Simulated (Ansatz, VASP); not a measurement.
**Rb2Mg: VASP beside Ansatz**

```
Rb Mg
1.0
     8.85918   -4.02604    0.00000
     8.85918    4.02604    0.00000
     0.00000    0.00000    5.58025
Rb Mg
4 2
Cartesian
  6.4134 -1.8522 4.1852
  6.4134 1.8522 1.3951
  11.3050 1.8522 1.3951
  11.3050 -1.8522 4.1852
  8.8592 3.2900 4.1852
  8.8592 -3.2900 1.3951
```

Change from the starting cell: volume scaled by 0.98.

Alike in both runs: task single point; functional PBE; k mesh 4 × 4 × 5; occupations fermi-dirac, width 0.05 eV; no spin polarisation.

```csv
,VASP,Ansatz
version,VASP 6.6.1,Ansatz 0.2.0
potentials or method,"VASP PAW PBE potentials, release 64 (Rb_sv, Mg)",Ansatz PAW
plane-wave cutoff (eV),520,420
valence electrons in the cell,40,56
```

```tsv
	VASP	Ansatz	Ansatz less VASP
gap on the k mesh at the Fermi level (eV)	none	none	-
pressure (GPa)	0.1	0.1	0.00
largest component of the traceless stress (GPa)	0.13	0.13	-0.002
rms of the force components (eV/Å)	0.015	0.015	-0.0005
```

Atom by atom the forces differ by 0.001 eV/Å (rms over components). A gap of «none» marks a metal or a gap that the smearing closes. The functional is the same, so the differences come from potentials, cutoffs and numerics. The two sets of potentials don't hold the same shells in valence.
